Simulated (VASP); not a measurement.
Output of a VASP run:

File OSZICAR:
```
       N       E                     dE             d eps       ncg     rms          rms(c)
DAV:   1     0.510791760020E+02    0.51079E+02   -0.83167E+03  1968   0.123E+03
DAV:   2    -0.350342929959E+02   -0.86113E+02   -0.78637E+02  2828   0.230E+02
DAV:   3    -0.388986893591E+02   -0.38644E+01   -0.38339E+01  2520   0.502E+01
DAV:   4    -0.389488955273E+02   -0.50206E-01   -0.50145E-01  2456   0.665E+00
DAV:   5    -0.389499993453E+02   -0.11038E-02   -0.11030E-02  2476   0.963E-01    0.875E+00
DAV:   6    -0.372299162088E+02    0.17201E+01   -0.17062E+00  2300   0.909E+00    0.512E+00
DAV:   7    -0.366814100011E+02    0.54851E+00   -0.19055E+00  2276   0.968E+00    0.136E+00
DAV:   8    -0.366885925428E+02   -0.71825E-02   -0.56996E-02  2308   0.168E+00    0.101E-01
DAV:   9    -0.366885627065E+02    0.29836E-04   -0.11859E-03  2468   0.291E-01    0.600E-02
DAV:  10    -0.366887488241E+02   -0.18612E-03   -0.17865E-04  2472   0.118E-01    0.232E-02
DAV:  11    -0.366887717608E+02   -0.22937E-04   -0.21581E-05  2484   0.400E-02    0.509E-03
DAV:  12    -0.366887719129E+02   -0.15209E-06   -0.48054E-07  1804   0.763E-03
   1 F= -.36688772E+02 E0= -.36688572E+02  d E =-.600161E-03
```

**OUTCAR**
```
------------------------ aborting loop because EDIFF is reached ----------------------------------------
  FORCE on cell =-STRESS in cart. coord.  units (eV):
  Direction    XX          YY          ZZ          XY          YZ          ZX
  --------------------------------------------------------------------------------------
  Total       -2.2059221     -0.2658575      0.5900691      0.6264219      0.0000000      0.0000000
  in kB      -96.2410695    -11.5989657     25.7438292     27.3298466      0.0000000      0.0000000
  external PRESSURE =     -27.3654020 kB  Pullay stress =       0.0000000 kB
  volume of cell :       36.72
      direct lattice vectors                 reciprocal lattice vectors
     1.249116000 -2.136667000  0.000000000     0.400283080 -0.234009324  0.000000000
     1.249116000  2.136667000  0.000000000     0.400283080  0.234009324  0.000000000
     0.000000000  0.000000000  6.879719000     0.000000000  0.000000000  0.145354774
 POSITION                                       TOTAL-FORCE (eV/Angst)
 -----------------------------------------------------------------------------------
      0.00000      0.00000      1.71993         0.008132     -0.040100      0.000000
      0.00000      0.00000      5.15979         3.711071      0.215304      0.000000
      1.24912      0.71222      1.71993        -0.000859      0.039462      0.000000
      1.32485     -0.71222      5.15979        -3.718344     -0.214667      0.000000
 -----------------------------------------------------------------------------------
    total drift:                                0.000127     -0.000013      0.000000
  FREE ENERGIE OF THE ION-ELECTRON SYSTEM (eV)
  ---------------------------------------------------
  free  energy   TOTEN  =       -36.6887719129 eV

  energy  without entropy=      -36.6881717520  energy(sigma->0) =      -36.68857186
```
(Selected blocks of OUTCAR.)

File POSCAR:
```
C
1
    1.2491160000    -2.1366670000     0.0000000000
    1.2491160000     2.1366670000     0.0000000000
    0.0000000000     0.0000000000     6.8797190000
C
4
Direct
  0.0000000000   0.0000000000   0.2500000000
  0.0000000000   0.0000000000   0.7500000000
  0.3333330000   0.6666670000   0.2500000000
  0.6969810000   0.3636470000   0.7500000000
```

### Question
Reconstruct the remaining input files.

### Answer
One answer among several that fit: the input of the run itself, PBE GGA, plane waves, VASP's PBE PAW potentials (set 64).

**INCAR**
```
SYSTEM  =  C
PREC  =  Accurate; ENCUT  =  520; LREAL  =  .False.
LASPH  =  .True.
EDIFF  =  1E-6; NELM  =  100; ALGO  =  Normal
ISMEAR  =  1; SIGMA  =  0.1
GGA  =  PE
ISIF  =  2
LWAVE  =  .False.; LCHARG  =  .False.
```

KPOINTS:
```
Automatic mesh
0
G
 9 9 3
0 0 0
```

POTCAR, in this order: C (PBE.64 set). Program: vasp_std.

The compound is C in the graphite structure. The cell was not relaxed at this level. The run is one of a series of settings (KPOINTS 9×9×3 Γ-centred mesh against the base run), some of them coarse on purpose.
